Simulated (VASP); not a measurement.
# ZnHgO2 (P4/mmm) in VASP: further runs

The runs below take ZnHgO2 through relaxation of cell and atoms, with PBE, RPBE, RPBE+D3, RPBE+D3(BJ).

Everything below comes from runs of VASP 6.6.1. Logs are shortened: lines on timing, memory, paths and dates and some standing lists are left out, and cuts for length are marked.

## Step 1: The structure

The structure is tetragonal, space group P4/mmm (No. 123). Conventional cell: a = 4.009 Å, b = 4.009 Å, c = 3.305 Å, α = 90.00°, β = 90.00°, γ = 90.00°. Zn (site symmetry 4/mmm) is surrounded by 4 O at 2.00 Å. Around Hg (site symmetry 4/mmm) lie 8 O at 2.60 Å. O (site symmetry mmm) is surrounded by 2 Zn at 2.00 Å.

The cell was built by a generator and needn't be a form met in nature.

## Step 2: Relaxation of cell and atoms, PBE

INCAR

```
ALGO     = Fast           # electronic algorithm
EDIFF    = 1E-6           # SCF threshold, eV
EDIFFG   = -0.01          # ionic threshold
ENCUT    = 900            # plane-wave cutoff, eV
GGA      = PE             # functional
IBRION   = 2              # ionic algorithm
ISIF     = 3              # what is computed and relaxed
ISMEAR   = -1             # smearing method
KSPACING = 0.4            # k-point spacing, 1/A
LASPH    = True           # aspherical terms in the spheres
LCHARG   = False          # write CHGCAR
LREAL    = False          # projectors in reciprocal space
LWAVE    = False          # write WAVECAR
NELM     = 60             # most SCF steps
NSW      = 40             # ionic steps
PREC     = Accurate       # precision mode
SIGMA    = 0.05           # smearing width, eV
```

POSCAR

```
ZnHgO2
1.0
    4.0092200000      0.0000000000      0.0000000000
    0.0000000000      4.0092200000      0.0000000000
    0.0000000000      0.0000000000      3.3045900000
Zn Hg O
1 1 2
Direct
    0.0000000000      0.0000000000      0.0000000000
    0.5000000000      0.5000000000      0.5000000000
    0.5000000000      0.0000000000      0.0000000000
    0.0000000000      0.5000000000      0.0000000000
```

Potentials or basis: VASP PAW PBE potentials, release 64 (Zn, Hg, O).

Run with:

```console
cat potpaw_PBE.64/Zn/POTCAR potpaw_PBE.64/Hg/POTCAR potpaw_PBE.64/O/POTCAR > POTCAR
mpirun -np 1 vasp_std > vasp.out
```

OUTCAR:

```text
EDIFF = 1E-6
   EDIFFG = -0.01
   ENCUT = 900
   GGA = PE
   IBRION = 2
   ISIF = 3
   ISMEAR = -1
   LASPH = True
   LREAL = False
   NELM = 60
   NSW = 40
   PREC = Accurate

 ion  position               nearest neighbor table
   1  0.000  0.000  0.000-   3 2.00   4 2.00   4 2.00   3 2.00   2 3.28   2 3.28   2 3.28   2 3.28
                             2 3.28   2 3.28   2 3.28   2 3.28
   2  0.500  0.500  0.500-   3 2.60   4 2.60   3 2.60   4 2.60   3 2.60   3 2.60   4 2.60   4 2.60
                             1 3.28   1 3.28   1 3.28   1 3.28   1 3.28   1 3.28   1 3.28   1 3.28
   3  0.500  0.000  0.000-   1 2.00   1 2.00   2 2.60   2 2.60   2 2.60   2 2.60
   4  0.000  0.500  0.000-   1 2.00   1 2.00   2 2.60   2 2.60   2 2.60   2 2.60

  LATTYP: Found a simple tetragonal cell.
 ALAT       =     4.0092200000
 C/A-ratio  =     0.8242476093

  Lattice vectors:

 A1 = (   4.0092200000,   0.0000000000,   0.0000000000)
 A2 = (   0.0000000000,   4.0092200000,   0.0000000000)
 A3 = (   0.0000000000,   0.0000000000,   3.3045900000)

Analysis of symmetry for initial positions (statically):
=====================================================================
 Subroutine PRICEL returns:
 Original cell was already a primitive cell.

 Routine SETGRP: Setting up the symmetry group for a
 simple tetragonal supercell.

 Subroutine GETGRP returns: Found 16 space group operations
 (whereof 16 operations were pure point group operations)
 out of a pool of 16 trial point group operations.

The static configuration has the point symmetry D_4h.

Analysis of symmetry for dynamics (positions and initial velocities):
=====================================================================
 Subroutine PRICEL returns:
 Original cell was already a primitive cell.

 Routine SETGRP: Setting up the symmetry group for a
 simple tetragonal supercell.

 Subroutine GETGRP returns: Found 16 space group operations
 (whereof 16 operations were pure point group operations)
 out of a pool of 16 trial point group operations.

The dynamic configuration has the point symmetry D_4h.

 Subroutine INISYM returns: Found 16 space group operations
 (whereof 16 operations are pure point group operations),
 and found     1 'primitive' translations

----------------------------------------------------------------------------------------

                                     Primitive cell

  volume of cell :      53.1175

  direct lattice vectors                    reciprocal lattice vectors
     4.009220000  0.000000000  0.000000000     0.249425075  0.000000000  0.000000000
     0.000000000  4.009220000  0.000000000     0.000000000  0.249425075  0.000000000
     0.000000000  0.000000000  3.304590000     0.000000000  0.000000000  0.302609401

  length of vectors
     4.009220000  4.009220000  3.304590000     0.249425075  0.249425075  0.302609401

  position of ions in fractional coordinates (direct lattice)
     0.000000000  0.000000000  0.000000000
     0.500000000  0.500000000  0.500000000
     0.500000000  0.000000000  0.000000000
     0.000000000  0.500000000  0.000000000

  ion indices of the primitive-cell ions
   primitive index   ion index
                 1           1
                 2           2
                 3           3
                 4           4

----------------------------------------------------------------------------------------

Automatic generation of k-mesh.
 Grid dimensions derived from KSPACING:
 generate k-points for:    4    4    5

 Generating k-lattice:

  Cartesian coordinates                     Fractional coordinates (reciprocal lattice)
     0.062356269  0.000000000  0.000000000     0.250000000  0.000000000  0.000000000
     0.000000000  0.062356269  0.000000000     0.000000000  0.250000000  0.000000000
     0.000000000  0.000000000  0.060521880     0.000000000  0.000000000  0.200000000

  Length of vectors
     0.062356269  0.062356269  0.060521880

  Shift w.r.t. Gamma in fractional coordinates (k-lattice)
     0.000000000  0.000000000  0.000000000

 Subroutine IBZKPT returns following result:
 ===========================================

 Found     18 irreducible k-points:

 Following reciprocal coordinates:
            Coordinates               Weight
  0.000000  0.000000  0.000000      1.000000
  0.250000  0.000000  0.000000      4.000000
  0.500000  0.000000  0.000000      2.000000
  0.250000  0.250000  0.000000      4.000000
  0.500000  0.250000  0.000000      4.000000
  0.500000  0.500000  0.000000      1.000000
[... 10 lines left out ...]
  0.500000  0.250000  0.400000      8.000000
  0.500000  0.500000  0.400000      2.000000
   k-points           NKPTS =     18   k-points in BZ     NKDIM =     18   number of bands    NBANDS=     22
   number of dos      NEDOS =    301   number of ions     NIONS =      4
   total plane-waves  NPLWV =  51200
   dimension x,y,z NGX =    40 NGY =   40 NGZ =   32
   dimension x,y,z NGXF=    80 NGYF=   80 NGZF=   64
   ions per type =               1   1   2
   NGX,Y,Z   is equivalent  to a cutoff of  16.59, 16.59, 16.10 a.u.
   NGXF,Y,Z  is equivalent  to a cutoff of  33.17, 33.17, 32.20 a.u.
 SYSTEM =  unknown system
   PREC   = accura    normal or accurate (medium, high low for compatibility)
   ISTART =      0    job   : 0-new  1-cont  2-samecut
   ICHARG =      2    charge: 1-file 2-atom 10-const
   ISPIN  =      1    spin polarized calculation?
   LNONCOLLINEAR =      F non collinear calculations
   LSORBIT =      F    spin-orbit coupling
   LASPH  =      T    aspherical Exc in radial PAW
   ENCUT  =  900.0 eV  66.15 Ry    8.13 a.u.   9.81  9.81  8.08*2*pi/ulx,y,z
   NELM   =     60;   NELMIN=  2; NELMDL= -5     # of ELM steps
   EDIFF  = 0.1E-05   stopping-criterion for ELM
   LREAL  =      F    real-space projection
   EDIFFG = -.1E-01   stopping-criterion for IOM
   NSW    =     40    number of steps for IOM
   IBRION =      2    ionic relax: 0-MD 1-quasi-New 2-CG
   NFREE  =      1    steps in history (QN), initial steepest desc. (CG)
   ISIF   =      3    stress and relaxation
   ISYM   =      2    0-nonsym 1-usesym 2-fastsym
   POTIM  = 0.5000    time-step for ionic-motion
   TEBEG  =    0.0;   TEEND  =   0.0 temperature during run
   PSTRESS=    0.0 pullay stress
   NELECT =      36.0000    total number of electrons
   NUPDOWN=      -1.0000    fix difference up-down
   EMIN   =  10.00;   EMAX   =-10.00  energy-range for DOS
   EFERMI =   0.00;   METHOD = LEGACY
   ISMEAR =    -1;   SIGMA  =   0.05  broadening in eV -4-tet -1-fermi 0-gaus
   EFERMI_NEDOS =   21; number of points for ismear=-14 and -15
   IALGO  =     68    algorithm
   IMIX   =      4    mixing-type and parameters
     AMIX     =   0.40;   BMIX     =  1.00
     AMIX_MAG =   1.60;   BMIX_MAG =  1.00
  volume/ion in A,a.u.               =      13.28        89.61
  Fermi-wavevector in a.u.,A,eV,Ry     =   1.438014  2.717453 28.135286  2.067885
  Thomas-Fermi vector in A             =   2.557028
   LORBIT       =      0    0 simple, 1 ext, 2 COOP (PROOUT), +10 PAW based schemes
   GGA     = PE    functional components
   LHFCALC =     F    Hartree Fock is set to
   AEXX    =    0.0000 exact exchange contribution
   IVDW    =     0    specifies the selected vdW correction
   LEPSILON=     F    determine dielectric tensor
   LRPA    =     F    only Hartree local field effects (RPA)
 conjugate gradient relaxation of ions
 non-spin polarized calculation
 RMM-DIIS sequential band-by-band and
  energy-cutoff  :      900.00
  volume of cell :       53.12
 maximum number of plane-waves:      3270
 NGX is ok and might be reduce to    40
   NGX = 19   NGY = 19   NGZ = 17

--------------------------------------- Ionic step        1  -------------------------------------------

 number of electron      36.0000004 magnetization

 Free energy of the ion-electron system (eV)
  ---------------------------------------------------
  ext. energy  EPLUGINS =         0.00000000
  ---------------------------------------------------
  free energy    TOTEN  =       -13.18518163 eV

  energy without entropy =      -13.17950712  energy(sigma->0) =      -13.18234437

------------------------ aborting loop because EDIFF is reached ----------------------------------------

  FORCE on cell =-STRESS in cart. coord.  units (eV):
  Direction    XX          YY          ZZ          XY          YZ          ZX
  --------------------------------------------------------------------------------------
  -------------------------------------------------------------------------------------
  Total        0.3577372      0.3577372      0.2421672      0.0000000      0.0000000      0.0000000
  in kB       10.7903950     10.7903950      7.3044657      0.0000000      0.0000000      0.0000000
  external PRESSURE =       9.6284186 kB  Pullay stress =       0.0000000 kB

 VOLUME and BASIS-vectors are now :
 -----------------------------------------------------------------------------
  energy-cutoff  :      900.00
  volume of cell :       53.12
      direct lattice vectors                 reciprocal lattice vectors
     4.009220000  0.000000000  0.000000000     0.249425075  0.000000000  0.000000000
     0.000000000  4.009220000  0.000000000     0.000000000  0.249425075  0.000000000
     0.000000000  0.000000000  3.304590000     0.000000000  0.000000000  0.302609401
[... 153 lines left out ...]
 POSITION                                       TOTAL-FORCE (eV/Angst)
 -----------------------------------------------------------------------------------
      0.00000      0.00000      0.00000         0.000000      0.000000      0.000000
      2.01052      2.01052      1.65559         0.000000      0.000000      0.000000
      2.01052      0.00000      0.00000         0.000000      0.000000      0.000000
      0.00000      2.01052      0.00000         0.000000     -0.000000      0.000000
 -----------------------------------------------------------------------------------
    total drift:                               -0.000000      0.000000     -0.000000

  FREE ENERGIE OF THE ION-ELECTRON SYSTEM (eV)
  ---------------------------------------------------
  free  energy   TOTEN  =       -13.1865668677 eV

  energy  without entropy=      -13.1809903186  energy(sigma->0) =      -13.18377859

--------------------------------------- Ionic step        6  -------------------------------------------

 number of electron      36.0000004 magnetization

 Free energy of the ion-electron system (eV)
  ---------------------------------------------------
  ext. energy  EPLUGINS =         0.00000000
  ---------------------------------------------------
  free energy    TOTEN  =       -13.18660900 eV

  energy without entropy =      -13.18098960  energy(sigma->0) =      -13.18379930

 E-fermi :   2.3717     XC(G=0): -11.2022

 val. band max:        2.1210185442   @ k =   0.0000   0.0000   0.2000
 cond. band min:       2.3837308826   @ k =   0.5000   0.5000   0.0000
 fundamental gap:      0.2627123383
 Fermi energy:         2.3717374812

 k-point     1 :       0.0000    0.0000    0.0000
  band No.  band energies     occupation
      1     -15.9130      2.00000
      2     -14.7248      2.00000
      3      -4.2498      2.00000
      4      -3.8291      2.00000
      5      -3.8124      2.00000
      6      -3.7322      2.00000
[... 14 lines left out ...]
     21      11.0325      0.00000
     22      11.0325      0.00000
[... 445 lines left out ...]
 POSITION                                       TOTAL-FORCE (eV/Angst)
 -----------------------------------------------------------------------------------
      0.00000     -0.00000      3.31369         0.000000      0.000000      0.000000
      2.01018      2.01018      1.65685         0.000000      0.000000      0.000000
      2.01018     -0.00000      3.31369         0.000000      0.000000      0.000000
      0.00000      2.01018      0.00000         0.000000     -0.000000      0.000000
 -----------------------------------------------------------------------------------
    total drift:                               -0.000000      0.000000      0.000000

  FREE ENERGIE OF THE ION-ELECTRON SYSTEM (eV)
  ---------------------------------------------------
  free  energy   TOTEN  =       -13.1866090029 eV

  energy  without entropy=      -13.1809895987  energy(sigma->0) =      -13.18379930

 reached required accuracy - stopping structural energy minimisation
```

It took 77 s on 1 thread of AMD EPYC 9R45 (Zen 5), shared host; peak memory 0.23 GiB.

The run converged, but some of its settings lie outside the range that counts as converged (typed here: KSPACING = 0.4), so its numbers aren't taken as properties of the crystal.

Results:

- Free energy: -13.1866 eV
- Relaxed volume: 13.39 Å³/atom
- Relaxed cell: a = 4.020 Å, b = 4.020 Å, c = 3.314 Å, α = 90.00°, β = 90.00°, γ = 90.00°
- Space group after relaxing (to 0.05 Å): P4/mmm (No. 123)
- Energy gained by relaxing: 0.4 meV/atom
- Ionic steps: 6
- Pressure after relaxing: 0.0 GPa
- Band gap on the k mesh: none (metal or under the smearing width)

## Step 3: Relaxation of cell and atoms, RPBE

INCAR

```
ALGO = Normal
EDIFF = 1E-6
EDIFFG = -0.02
ENCUT = 600
GGA = RP
IBRION = 2
ISIF = 3
ISMEAR = -1
LASPH = True
LCHARG = False
LREAL = False
LWAVE = False
NELM = 100
NSW = 40
PREC = Accurate
SIGMA = 0.05
```

KPOINTS

```
k-points
0
Gamma
  5 5 6
```

POSCAR is that of step 2.

Potentials or basis: VASP PAW PBE potentials, release 64 (Zn, Hg, O).

Run with:

```console
cat potpaw_PBE.64/Zn/POTCAR potpaw_PBE.64/Hg/POTCAR potpaw_PBE.64/O/POTCAR > POTCAR
mpirun -np 1 vasp_std > vasp.out
```

Wall time 75 s (1 thread of Intel Xeon Platinum 8375C at 2.90GHz (Ice Lake), shared host); peak memory 0.2 GiB.

Results (log left out):

```yaml
Free_energy: -11.5951 eV
Relaxed_volume: 13.91 Å³/atom
Relaxed_cell: a = 4.063 Å, b = 4.063 Å, c = 3.371 Å, α = 90.00°, β = 90.00°, γ = 90.00°
Space_group_after_relaxing_to_0.05_Å: P4/mmm (No. 123)
Energy_gained_by_relaxing: 9.0 meV/atom
Ionic_steps: 6
Pressure_after_relaxing: 0.0 GPa
Band_gap_on_the_k_mesh: none (metal or under the smearing width)
```

Step by step:
```
step  energy change (eV)  largest force (eV/Å)  pressure (GPa)  volume (Å³)
   1              0.0000                0.0000            5.06        53.12
   2             -0.0272                0.0000           -1.89        56.41
   3             -0.0344                0.0000            0.17        55.33
   4             -0.0344                0.0000            0.05        55.37
   5             -0.0356                0.0000            0.01        55.49
   6             -0.0362                0.0000           -0.03        55.65
```

Final structure:
```
Zn Hg O
1.0
     4.06297    0.00000    0.00000
     0.00000    4.06297    0.00000
     0.00000    0.00000    3.37112
Zn Hg O
1 1 2
Cartesian
  0.0000 0.0000 0.0000
  2.0315 2.0315 1.6856
  2.0315 0.0000 0.0000
  0.0000 2.0315 0.0000
```

Levels at points of the mesh, in eV from the Fermi level:
| k point | band 16 | band 17 | band 18 | band 19 | band 20 | band 21 |
| --- | --- | --- | --- | --- | --- | --- |
| (0.00, 0.00, 0.00) | -2.17 | -1.52 | -1.52 | -1.22 | 2.35 | 8.80 |
| (0.00, 0.00, 0.50) | -0.99 | -0.54 | -0.54 | 3.29 | 3.41 | 5.79 |

Caveat: the PAW data sets were made with another functional, which shifts forces and pressure a little. Spin-orbit coupling is left out, which matters for the levels of Hg.

[end of part 1 of 2]
